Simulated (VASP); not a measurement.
Computed with LDA (Ceperley-Alder, Perdew-Zunger), VASP's LDA PAW potentials (set 64) (plane waves; VASP).

Input for VASP

**INCAR**
```
ENCUT  =  620   ! plane-wave cut-off (eV)
ISIF  =  3   ! ions, shape and volume
NELM  =  100   ! most electronic steps
NSW  =  40
EDIFFG  =  -0.02   ! ionic stop
LASPH  =  T   ! aspherical one-centre terms
ISMEAR  =  1
LWAVE  =  F
PSTRESS  =  100   ! kbar
LMAXMIX  =  6   ! l cut-off of mixed one-centre charges
PREC  =  Accurate
ALGO  =  Normal   ! blocked Davidson
IBRION  =  2   ! conjugate gradients
EDIFF  =  1E-6   ! SCF stop (eV)
SYSTEM  =  HfB2
SIGMA  =  0.1   ! width (eV)
LREAL  =  F
LCHARG  =  F
```

File KPOINTS:
```
Regular mesh
0
Gamma
  11 11 9
```

File POSCAR:
```
HfB2
1.0
  1.5430332807  -2.6726122628   0.0000000000
  1.5430332807   2.6726122628   0.0000000000
  0.0000000000   0.0000000000   3.4092412993
Hf B
1 2
Cart
  0.0000000000   0.0000000000   0.0000000000
  1.5430332807   0.8908725360   1.7046206497
  1.5430332807  -0.8908725360   1.7046206497
```

POTCAR, in this order: Hf_pv B (LDA.64 set). Program: vasp_std.

What VASP printed:

File OSZICAR:
```
       N       E                     dE             d eps       ncg     rms          rms(c)
DAV:   1     0.329515944749E+02    0.32952E+02   -0.94417E+03  1920   0.147E+03
DAV:   2    -0.295825386269E+02   -0.62534E+02   -0.58633E+02  2364   0.269E+02
DAV:   3    -0.314938705201E+02   -0.19113E+01   -0.18798E+01  2520   0.353E+01
DAV:   4    -0.315093491782E+02   -0.15479E-01   -0.15461E-01  2308   0.335E+00
DAV:   5    -0.315094963874E+02   -0.14721E-03   -0.14718E-03  2500   0.269E-01    0.584E+01
DAV:   6    -0.290881357085E+02    0.24214E+01   -0.55249E+00  2252   0.158E+01    0.425E+01
DAV:   7    -0.290311515299E+02    0.56984E-01   -0.16665E+00  2412   0.910E+00    0.123E+01
DAV:   8    -0.289573947215E+02    0.73757E-01   -0.49577E-01  2256   0.508E+00    0.200E+00
DAV:   9    -0.289529753675E+02    0.44194E-02   -0.32534E-02  2236   0.145E+00    0.348E-01
DAV:  10    -0.289529068304E+02    0.68537E-04   -0.87307E-04  2340   0.264E-01    0.356E-01
DAV:  11    -0.289529036355E+02    0.31949E-05   -0.92244E-05  2288   0.753E-02    0.150E-01
DAV:  12    -0.289529009504E+02    0.26850E-05   -0.10041E-05  2340   0.265E-02    0.363E-02
DAV:  13    -0.289529009374E+02    0.12983E-07   -0.32205E-07  1340   0.555E-03
   1 F= -.27197855E+02 E0= -.27197828E+02  d E =-.271979E+02
       N       E                     dE             d eps       ncg     rms          rms(c)
DAV:   1    -0.289458649654E+02    0.70360E-02   -0.21664E+00  1928   0.149E+01    0.447E+00
DAV:   2    -0.288851615050E+02    0.60703E-01   -0.86257E-02  1936   0.301E+00    0.270E+00
DAV:   3    -0.288676126290E+02    0.17549E-01   -0.49513E-02  2208   0.204E+00    0.213E+00
DAV:   4    -0.288667987100E+02    0.81392E-03   -0.20818E-03  2292   0.378E-01    0.787E-01
DAV:   5    -0.288667388919E+02    0.59818E-04   -0.13750E-04  2336   0.110E-01    0.334E-01
DAV:   6    -0.288667340491E+02    0.48428E-05   -0.24034E-05  2348   0.338E-02    0.132E-02
DAV:   7    -0.288667341410E+02   -0.91903E-07   -0.55478E-07  1392   0.657E-03
   2 F= -.27185634E+02 E0= -.27185589E+02  d E =0.122210E-01
       N       E                     dE             d eps       ncg     rms          rms(c)
DAV:   1    -0.289620604142E+02   -0.95326E-01   -0.82619E-01  1928   0.919E+00    0.278E+00
DAV:   2    -0.289387218180E+02    0.23339E-01   -0.35130E-02  1936   0.190E+00    0.170E+00
DAV:   3    -0.289321331566E+02    0.65887E-02   -0.18324E-02  2224   0.123E+00    0.133E+00
DAV:   4    -0.289318088616E+02    0.32429E-03   -0.91408E-04  2308   0.243E-01    0.399E-01
DAV:   5    -0.289317952044E+02    0.13657E-04   -0.57780E-05  2332   0.666E-02    0.212E-01
DAV:   6    -0.289317933500E+02    0.18543E-05   -0.95823E-06  2308   0.205E-02    0.876E-03
DAV:   7    -0.289317933918E+02   -0.41794E-07   -0.21901E-07  1212   0.397E-03
   3 F= -.27205203E+02 E0= -.27205169E+02  d E =-.734794E-02
       N       E                     dE             d eps       ncg     rms          rms(c)
DAV:   1    -0.289312315418E+02    0.56181E-03   -0.12909E-04  1960   0.114E-01    0.340E-02
DAV:   2    -0.289312280257E+02    0.35161E-05   -0.52257E-06  1980   0.232E-02    0.208E-02
DAV:   3    -0.289312270191E+02    0.10066E-05   -0.28312E-06  1992   0.153E-02    0.162E-02
DAV:   4    -0.289312269714E+02    0.47740E-07   -0.13438E-07  1012   0.315E-03
   4 F= -.27205203E+02 E0= -.27205168E+02  d E =-.734747E-02
```

File OUTCAR:
```
------------------------ aborting loop because EDIFF is reached ----------------------------------------
  FORCE on cell =-STRESS in cart. coord.  units (eV):
  Direction    XX          YY          ZZ          XY          YZ          ZX
  --------------------------------------------------------------------------------------
  Total        1.7721871      1.7721874      1.6678762      0.0000000      0.0000000      0.0000000
  in kB      102.6745258    102.6745431     96.6311039      0.0000000      0.0000000      0.0000000
  external PRESSURE =       0.6600576 kB  Pullay stress =     100.0000000 kB
  volume of cell :       27.65
      direct lattice vectors                 reciprocal lattice vectors
     1.534678029 -2.658140543  0.000000000     0.325801237 -0.188101416 -0.000000000
     1.534678029  2.658140543  0.000000000     0.325801237  0.188101416 -0.000000000
     0.000000000 -0.000000000  3.389473499    -0.000000000  0.000000000  0.295031072
 POSITION                                       TOTAL-FORCE (eV/Angst)
 -----------------------------------------------------------------------------------
      1.53468      2.65814      0.00000        -0.000000      0.000000      0.000000
      1.53468      0.88605      1.69474         0.000000      0.000000     -0.000000
      1.53468     -0.88605      1.69474         0.000000     -0.000000      0.000000
 -----------------------------------------------------------------------------------
    total drift:                                0.000000      0.000000      0.000000
  FREE ENERGIE OF THE ION-ELECTRON SYSTEM (eV)
  ---------------------------------------------------
  free  energy   TOTEN  =       -28.9312269714 eV

  energy  without entropy=      -28.9311230596  energy(sigma->0) =      -28.93119233
  enthalpy is  TOTEN    =       -27.2052028092 eV   P V=        1.7260241622

 reached required accuracy - stopping structural energy minimisation
```
(Selected blocks of OUTCAR.)

**CONTCAR**
```
HfB2
   1.00000000000000
     1.5346780286894495   -2.6581405430815566    0.0000000000000000
     1.5346780286894495    2.6581405430815566    0.0000000000000000
     0.0000000000000000   -0.0000000000000000    3.3894734986694717
  Hf              B
     1     2
Direct
     0.0000000000000000    1.0000000000000000    0.0000000000000000
     0.3333330000000032    0.6666669999999968    0.5000000000000000
     0.6666669999999968    0.3333330000000032    0.5000000000000000
```

The compound is HfB2 in the AlB2 type structure. This run relaxes it under an external pressure of 10 GPa. Symmetry was kept, so distortions that lower it aren't found.
